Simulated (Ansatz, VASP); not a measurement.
# Mg (Magnesium) in two plane-wave programs

Aim: how closely do two programs agree when they are given the same cell, functional and k mesh? The cell is taken from a series of VASP runs on this material, whose earlier steps may have relaxed, scaled or displaced it; both programs get it as it stands.

Method: plane waves, with VASP 6.6.1 beside it; relaxation of cell and atoms at PBE, in Ansatz 0.2.0.

## 1. The starting structure

The structure is hexagonal, space group P6_3/mmc (No. 194). The conventional cell has a = 3.209 Å, b = 3.209 Å, c = 5.210 Å, α = 90.00°, β = 90.00°, γ = 120.00°. Mg has 12 Mg at 3.20 to 3.21 Å nearest.

Structure file:

```
Mg
1.0
     3.20930    0.00000    0.00000
    -1.60465    2.77934    0.00000
     0.00000    0.00000    5.21030
Mg
2
Cartesian
  1.6047 0.9264 3.9077
  0.0000 1.8529 1.3026
```

## 2. VASP: relaxation of cell and atoms, PBE

The relaxed volume is the usual yardstick between codes: its relative difference is about their pressure difference at one cell divided by the bulk modulus.

Lines of VASP's logs that name or quote its potential files are left out, and so is its time.

INCAR reads:

```
SYSTEM = Mg
PREC = Accurate
ENCUT = 450
EDIFF = 1E-06
NELM = 100
ISMEAR = 1
SIGMA = 0.1
LREAL = .FALSE.
ALGO = Normal
GGA = PE
LORBIT = 11
LWAVE = .FALSE.
LCHARG = .FALSE.
KPAR = 2
IBRION = 2
NSW = 50
ISIF = 3
EDIFFG = -0.01
```

POSCAR reads:

```
Mg
1.0
    3.2093000000      0.0000000000      0.0000000000
   -1.6046500000      2.7793353284      0.0000000000
    0.0000000000      0.0000000000      5.2103000000
Mg
2
Direct
    0.6666666667      0.3333333333      0.7500000000
    0.3333333333      0.6666666667      0.2500000000
```

KPOINTS reads:

```
Automatic mesh
0
Gamma
10 10 6
0 0 0
```

PAW data sets: Mg (PBE family, release 64).

Launch:

```bash
$ mpirun -np 2 vasp_std
```

Numbers of over 12 decimals in the logs are rounded to 6 here.

Output:

```text
[banner, memory and clock lines left out]
running    2 mpi-ranks, on    1 nodes
 distrk:  each k-point on    1 cores,    2 groups
 distr:  one band on    1 cores,    1 groups

 POSCAR found type information on POSCAR Mg
 POSCAR found :  1 types and       2 ions
 LDA part: xc-table for (Slater+PW92), standard interpolation
 POSCAR, INCAR and KPOINTS ok, starting setup
 FFT: planning ... GRIDC
 FFT: planning ... GRID_SOFT
 FFT: planning ... GRID
 WAVECAR not read
 entering main loop
       N       E                     dE             d eps       ncg     rms          rms(c)
DAV:   1    -0.704688940599E-01   -0.70469E-01   -0.11541E+03   672   0.417E+02
DAV:   2    -0.299512016511E+01   -0.29247E+01   -0.26875E+01   876   0.273E+01
DAV:   3    -0.301982056197E+01   -0.24700E-01   -0.24670E-01   978   0.320E+00
DAV:   4    -0.301987423505E+01   -0.53673E-04   -0.53671E-04   954   0.134E-01
DAV:   5    -0.301987444484E+01   -0.20978E-06   -0.21013E-06   924   0.606E-03    0.942E-01
DAV:   6    -0.301386898167E+01    0.60055E-02   -0.64690E-04   906   0.282E-01    0.604E-01
DAV:   7    -0.300654316597E+01    0.73258E-02   -0.25381E-03   726   0.490E-01    0.338E-02
DAV:   8    -0.300655573892E+01   -0.12573E-04   -0.15102E-05  1086   0.331E-02    0.745E-03
DAV:   9    -0.300655439819E+01    0.13407E-05   -0.11931E-06   798   0.768E-03    0.605E-04
DAV:  10    -0.300655417158E+01    0.22661E-06   -0.70324E-09   504   0.717E-04
   1 F= -.30065542E+01 E0= -.30061652E+01  d E =-.300655E+01
[...]
2 F= -.30085191E+01 E0= -.30081151E+01  d E =-.196489E-02
[...]
3 F= -.30089039E+01 E0= -.30084303E+01  d E =-.234975E-02
[...]
4 F= -.30089146E+01 E0= -.30084310E+01  d E =-.236044E-02
 curvature:  -0.74 expect dE=-0.446E-04 dE for cont linesearch -0.796E-08
 trial: gam= 0.02108 g(F)=  0.505E-49 g(S)=  0.603E-04 ort = 0.530E-05 (trialstep = 0.113E+01)
 search vector abs. value=  0.616E-04
 bond charge predicted
       N       E                     dE             d eps       ncg     rms          rms(c)
DAV:   1    -0.300895545427E+01   -0.40813E-04   -0.19996E-04   936   0.833E-02    0.473E-03
DAV:   2    -0.300895493328E+01    0.52099E-06   -0.76496E-07   720   0.601E-03
   5 F= -.30089549E+01 E0= -.30084613E+01  d E =-.403203E-04
 trial-energy change:   -0.000040  1 .order   -0.000041   -0.000068   -0.000013
 step:   1.4077(harm=  1.4077)  dis= 0.00000  next Energy=    -3.008957 (dE=-0.425E-04)
 reached required accuracy - stopping structural energy minimisation
```

From OUTCAR (step 2):

```text
ion  position               nearest neighbor table
   1  0.667  0.333  0.750-   2 3.20   2 3.20   2 3.20   2 3.20   2 3.20   2 3.20
   2  0.333  0.667  0.250-   1 3.20   1 3.20   1 3.20   1 3.20   1 3.20   1 3.20

  LATTYP: Found a hexagonal cell.
 ALAT       =     3.2093000000
 C/A-ratio  =     1.6235004518

 Subroutine GETGRP returns: Found 24 space group operations
 (whereof 12 operations were pure point group operations)

The static configuration has the point symmetry D_3d.
 The point group associated with its full space group is D_6h.

 Found     56 irreducible k-points:

   k-points           NKPTS =     56   k-points in BZ     NKDIM =     56   number of bands    NBANDS=      6

   dimension x,y,z NGX =    24 NGY =   24 NGZ =   36
   dimension x,y,z NGXF=    48 NGYF=   48 NGZF=   72

   ENCUT  =  450.0 eV  33.07 Ry    5.75 a.u.   5.55  5.55  9.01*2*pi/ulx,y,z

   NELECT =       4.0000    total number of electrons

 k-points in reciprocal lattice and weights: Automatic mesh
   0.00000000  0.00000000  0.00000000       0.002
   0.10000000  0.00000000  0.00000000       0.010
   0.20000000  0.00000000  0.00000000       0.010
   0.30000000  0.00000000  0.00000000       0.010
   0.40000000  0.00000000  0.00000000       0.010
   0.50000000  0.00000000  0.00000000       0.005
   0.10000000  0.10000000  0.00000000       0.010
   0.20000000  0.10000000  0.00000000       0.020
   0.30000000  0.10000000  0.00000000       0.020
[...]
0.40000000  0.20000000  0.50000000       0.010
   0.30000000  0.30000000  0.50000000       0.010

 average (electrostatic) potential at core
       1 -39.2217       2 -39.2217

 E-fermi :   2.7663

 k-point     1 :       0.0000    0.0000    0.0000
  band No.  band energies     occupation
      1      -4.2982      2.00000
      2       0.8779      2.00000
      3       1.2589      2.00000
      4      13.7219      0.00000
      5      13.7220      0.00000
      6      13.8693      0.00000

 k-point     2 :       0.1000    0.0000    0.0000
  band No.  band energies     occupation
      1      -4.0996      2.00000
      2       1.0598      2.00000
      3       1.4522      2.00000
      4      10.9133      0.00000
      5      12.3038      0.00000
      6      13.0622      0.00000

 k-point     3 :       0.2000    0.0000    0.0000
  band No.  band energies     occupation
      1      -3.5061      2.00000
      2       1.6057      2.00000
      3       2.0211      2.00000
      4       7.9151      0.00000
      5      11.1414      0.00000
      6      11.5312      0.00000

  Total        0.0042890      0.0042890      0.0087416      0.0000000      0.0000000      0.0000000
  in kB        0.1496383      0.1496383      0.3049887      0.0000000      0.0000000      0.0000000
  external PRESSURE =       0.2014217 kB  Pullay stress =       0.0000000 kB

  energy-cutoff  :      450.00
  volume of cell :       45.92
      direct lattice vectors                 reciprocal lattice vectors
     3.181354647  0.000000000  0.000000000     0.314331507  0.181479380 -0.000000000
    -1.590677324  2.755133943 -0.000000000     0.000000000  0.362958760  0.000000000
     0.000000000 -0.000000000  5.239199487     0.000000000  0.000000000  0.190868854

 POSITION                                       TOTAL-FORCE (eV/Angst)
 -----------------------------------------------------------------------------------
      1.59068      0.91838      3.92940         0.000000      0.000000     -0.000000
     -0.00000      1.83676      1.30980        -0.000000     -0.000000      0.000000
 -----------------------------------------------------------------------------------
    total drift:                                0.000000     -0.000000      0.000000

  FREE ENERGIE OF THE ION-ELECTRON SYSTEM (eV)
  ---------------------------------------------------
  free  energy   TOTEN  =        -3.0089549333 eV

  energy  without entropy=       -3.0074739445  energy(sigma->0) =       -3.00846127

 reached required accuracy - stopping structural energy minimisation

 total charge
# of ion       s       p       d       tot
------------------------------------------
    1        0.212   0.124   0.012   0.348
    2        0.212   0.124   0.012   0.348
--------------------------------------------------
tot          0.424   0.248   0.023   0.695

[... 3 further parts left out ...]
```

CONTCAR:

```
Mg
   1.00000000000000
     3.1813546473258598    0.0000000000000000    0.0000000000000000
    -1.5906773236629299    2.7551339430655752   -0.0000000000000000
     0.0000000000000000   -0.0000000000000000    5.2391994865971840
  Mg
     2
Direct
     0.6666666667000030    0.3333333332999970    0.7500000000000000
     0.3333333332999970    0.6666666667000030    0.2500000000000000
```

The run keeps the 24 symmetry operations of its start, so it cannot find a distortion of lower symmetry.

## 3. Ansatz: relaxation of cell and atoms, PBE

Ansatz runs on its default PAW (the set named soft_2) files.

The same cell, functional, mesh and smearing now go to Ansatz, which takes its cutoff from its data sets.

input.yaml reads:

```yaml
crystal:
  lattice:
    - [3.2093, 0.0, 0.0]
    - [-1.60465, 2.7793353284, 0.0]
    - [0.0, 0.0, 5.2103]
  atoms:
    - { symbol: Mg, position: [0.6666666667, 0.3333333333, 0.75] }
    - { symbol: Mg, position: [0.3333333333, 0.6666666667, 0.25] }
hamiltonian:
  xc: pbe
  pseudopotentials: { kind: paw }
kpoints:
  mp_grid: { grid: [10, 10, 6] }
scf:
  occupations: { method: methfessel_paxton, width: 0.1 }
relax:
  f_tol: 0.01
  max_steps: 60
  cell: { stress_tol: 0.05 }
output:
  forces: true
  stress: true
  write_density: true
  write_potential: true
  elf: true
  volumetric_format: npy
```

Launch:

```bash
$ ansatz run input.yaml --threads 4 --pin off --max-ram 9216MiB --backend cpu --events-out ev --progress --plain --runs-dir out
```

Output:

```text
Engine: ansatz 0.2.0, aarch64-unknown-linux-gnu
Pseudopotentials: kind: paw
Pseudopotential: Mg, paw, valence charge 10, recommended cutoff 420 eV (normal), Mg.paw.azcp
Functional definition: PBE
  parameter kappa = 0.804
  parameter beta = 0.066725
  exchange = pbe_x(kappa = kappa, mu = beta*pi^2/3)
  correlation = pbe_c(beta = beta)
Crystal: 2 atoms, lattice volume = 46.474 Å³
Basis set: ecut = 420 eV, 941 PW (Γ), exchange–correlation on 48×48×72 points (8 copies of the dense FFT grid, shifted against one another)
Bands: 14, of which v1, the nominal top of the filled ones, is band 10 counted from 1 (9 counted from 0)
Symmetry: 24 space group operations
Space group: P63/mmc (ITA 194), of the structure as read, at distance tolerance 3.6e-5 Å
k-points: 56 of 600
Non-local potential: Mg, projectors of the file, l = 0: 3, l = 1: 2, l = 2: 1
PAW form: soft (Blöchl's): semilocal exchange-correlation on the pseudo side does not see the compensation charge
PAW one-centre angular grid: Mg, 110 points (default); XC on 64 Gauss nodes
Initial density: superposition of atomic densities (neutral atoms: chi_scale 0, normalization atom), corrected by the library's trained network
Initial wavefunctions: pseudopotential atomic-orbital guess
Functional: x = pbe(κ = 0.804, μ = 0.219515), c = pbe(β = 0.066725)
SCF iter   1: F=—  HF=-3847.599874 eV  |F-HF|=—  |Δ(HF+E_count)|=         —  Δρ=7.58e-4  dr2=2.98e-4  ethr=1.77e-3  ⟨swp⟩=5.0  Hψ=3940  notcnv=0
preconditioner: auto → none  [metal: Δε(μ)=0.039 eV  Ē_g=6.865 eV  σ=0.100 eV  W_gap=0.32  n_scr=8 (ndim 8)  ℏωp=10.9 eV  f_vac=0.000  D(μ)=1.56/eV (n_scr^D=10)  sad-step TF]
SCF iter   2: F=—  HF=-3847.599474 eV  |F-HF|=—  |Δ(HF+E_count)|=   4.00e-4  S|Δr|=    0.00e0  Δρ=4.99e-4  dr2=1.27e-4  ethr=1.49e-6  ⟨swp⟩=2.1  Hψ=1669  notcnv=0
SCF iter   3: F=—  HF=-3847.599484 eV  |F-HF|=—  |Δ(HF+E_count)|=   1.07e-5  S|Δr|=    0.00e0  Δρ=2.17e-4  dr2=1.21e-5  ethr=6.33e-7  ⟨swp⟩=2.0  Hψ=1348  notcnv=0
SCF iter   4: F=—  HF=-3847.599499 eV  |F-HF|=—  |Δ(HF+E_count)|=   1.44e-5  S|Δr|=    0.00e0  Δρ=8.82e-5  dr2=1.64e-6  ethr=6.03e-8  ⟨swp⟩=2.9  Hψ=1629  notcnv=0
SCF iter   5: F=-3847.599497 eV  HF=-3847.599497 eV  |F-HF|=8.59e-10  |Δ(HF+E_count)|=   1.63e-6  S|Δr|=    0.00e0  Δρ=4.71e-6  dr2=4.02e-9  ethr=5.00e-10  ⟨swp⟩=6.0  Hψ=4315  notcnv=0
SCF 1 converged in 5 iterations: F = -3847.599497 eV  dr2 = 4.02e-9
  greatest PAW one-centre occupation: 1.000 electrons in one spin orbital (limit 2), on the Mg atom at site 1 (counted from 0), in its partial waves of l = 0
relax step   1: F+E_penalty+E_count = -3847.59949722 eV  Δ(F+E_penalty+E_count) = +0.000e0 eV  max|allowed force component| = 1.156e-17 eV/Å  Δτ_max = 0.0000 Å  P = -0.265 GPa  Ω = 46.474 Å³  (5 SCF iters, dr2 threshold 1.00e-7 eV, accepted)
[...]
relax step   2: F+E_penalty+E_count = -3847.60149237 eV  Δ(F+E_penalty+E_count) = -1.995e-3 eV  max|allowed force component| = 4.626e-18 eV/Å  Δτ_max = 0.0000 Å  P = -0.065 GPa  Ω = 46.191 Å³  energy of the carried Pulay correction = +5.049e-6 eV  (3 SCF iters, dr2 threshold 2.00e-7 eV, accepted)
[...]
relax step   3: F+E_penalty+E_count = -3847.60155083 eV  Δ(F+E_penalty+E_count) = -5.846e-5 eV  max|allowed force component| = 5.089e-17 eV/Å  Δτ_max = 0.0000 Å  P = +0.001 GPa  Ω = 46.101 Å³  energy of the carried Pulay correction = +6.728e-6 eV  (3 SCF iters, dr2 threshold 4.17e-8 eV, accepted)
[...]
relax step   4: F+E_penalty+E_count = -3847.60154365 eV  Δ(F+E_penalty+E_count) = +7.182e-6 eV  max|allowed force component| = 6.476e-17 eV/Å  Δτ_max = 0.0000 Å  P = +0.002 GPa  Ω = 46.101 Å³  stress off target by 1.92e-2 GPa  SCF on the basis re-selected at this cell (its energy is not comparable with the rows above)  (4 SCF iters)
basis re-selected at this cell: Δ(F+E_penalty+E_count) = +7.182e-6 eV, ΔP = +0.000 GPa vs the last step (what re-selecting the basis moved, of the pressure what is left beyond the Pulay correction that the steps carried, after the strain that the cell walked since its last selection, with what the two solves' SCF thresholds leave and, on support functions, any second-order correction that the steps lacked; it is no m [...]
SCF converged after 4 iterations
Stability not checked: this state was not tested for a lower state beside it, because cold or Methfessel-Paxton smearing, or corrected tetrahedra, fill the levels in a way that the test cannot read (fill_not_monotonic; see scf.lower_state_search)
Free energy (F): -3847.601544 eV
Harris-Foulkes:  -3847.601544 eV  (|F-HF|=2.73e-12)
Internal energy: -3847.600077 eV  (E = F + TS)
E sigma→0 (E₀):  -3847.601177 eV
Entropy (-TS):   -0.001467 eV (-0.733 meV/atom)
Fermi energy:    5.753997 eV
--- Per-component energies (eV) ---
  E_band       = -715.564786
  E_kinetic    = 149.609629
  E_local      = -3244.185601  (includes V_loc(G=0)·N_el)
  E_nonlocal   = 191.445223
  E_hartree    = 1158.741613
  E_xc         = -56.792515
  E_vxc        = -73.262554  (∫ρ·V_xc dr)
  E_paw        = -585.099370  (= ΣΔE_a)
  E_vpaw       = -56.654736  (= ΣTr[D̂ρ^β])
  E_aug_tail   = -0.000007  (compensation charges beyond the density's cutoff)
  E_ewald      = -1461.319049
  E_smearing   = -0.001467  (= −TS)
  E_closure    = 0.000000  (closes the sum)
  Σ components = -3847.601544   (vs F -3847.601544, Δ=0.00e0)
--- Forces (eV/Å), atoms counted from 1 ---
  atom   1  Mg    -0.00000000    -0.00000000     0.00000000
  atom   2  Mg    -0.00000000     0.00000000     0.00000000
  max |Σ_I F_I| component: 1.39e-17 eV/Å
--- Stress (GPa, compression-positive) ---
        0.012248       0.000000       0.000000
        0.000000       0.012248       0.000000
        0.000000       0.000000      -0.019181
  P = ⅓ Tr σ = 0.0018 GPa (0.018 kbar)
--- Band table (eV; the first three rows and the last of 56) ---
  k-point 0: bands = [... 6 lower, -37.1189, -37.1189, -1.2962, 3.8739, 4.2408, 16.6777, 16.6777, 16.8265]
  k-point 1: bands = [... 6 lower, -37.1192, -37.1192, -1.1435, 2.4421, 5.9365, 15.6422, 16.7955, 16.7955]
  k-point 2: bands = [... 6 lower, -37.1200, -37.1200, -0.6870, 1.1152, 8.0546, 12.9859, 17.1187, 17.1187]
  k-point 55: bands = [... 6 lower, -37.1269, -37.1269, 5.1346, 5.1346, 6.7665, 6.7665, 7.6511, 7.6511]
--- Relaxed structure (3 steps of the walk, 3 accepted, 1 SCFs on fresh bases) ---
  F+E_penalty+E_count = -3847.60154365 eV   max|allowed force component| = 6.476e-17 eV/Å   (the final SCF, on the basis selected at the relaxed cell)
  cell:  # Å, volume = 46.1008 Å³
    - [3.185071, 0.0, 0.0]
    - [-1.592536, 2.758353, 0.0]
    - [0.0, 0.0, 5.247341]
  atoms:
    - { symbol: Mg, position: [0.666667, 0.333333, 0.750000] }
    - { symbol: Mg, position: [0.333333, 0.666667, 0.250000] }
```

Run time: 3.4 s. Hardware: 4 threads of Arm Neoverse N1, shared host; peak memory 0.32 GiB; 11 s of CPU time.

## 4. Side by side

Known differences besides the potentials themselves: both relaxations stop at a tolerance, which leaves soft axes loose, and VASP keeps its plane-wave basis; the data sets hold 20 valence electrons in Ansatz (default PAW (the set named soft_2) files) and 4 in VASP; the cutoff is 420 eV in Ansatz and 450 eV in VASP; VASP leaves aspherical gradient terms in its spheres out (LASPH is not set), Ansatz keeps them; Ansatz adds a Pulay correction to the stress that steers its cell, VASP none. Total energies have different zeros and are not compared.

Compared:

```
                                         quantity  Ansatz   VASP  difference
                                      volume (Å³)   46.10  45.92     +0.39 %
edge a after relaxation, in the typed setting (Å)   3.185  3.181     +0.12 %
edge c after relaxation, in the typed setting (Å)   5.247  5.239     +0.15 %
```

The walks stopped with 0.00 GPa left in Ansatz and 0.02 GPa in VASP; each walk ends within a tolerance, so the volume difference is uncertain by about these residues over the bulk modulus, most in soft cells.

## 5. What came out

```yaml
difference_in_volume_relaxation_of_cell_and_atoms_pbe: 0.39 %
```

What this shows: The difference in volume is 0.39 % (relaxation of cell and atoms, PBE), within the 1.2 % picked in this series as the mark of a large difference, as far as the stopping tolerances let one tell. How closely two codes agree says nothing of how well the functional describes the real material.

[Lines on the potential files, build, host, timing and source positions are cut from VASP's logs without a mark.]

[Logs are printed without paths, hosts, clocks, repeated set-up lines and the standing remarks that a program may print on its own settings, such as how far it seeks lower states.]

[Hosts, paths, dates, database ids (printed as entryN), source tags and the programs' standing remarks are cut or masked in the printed files.]
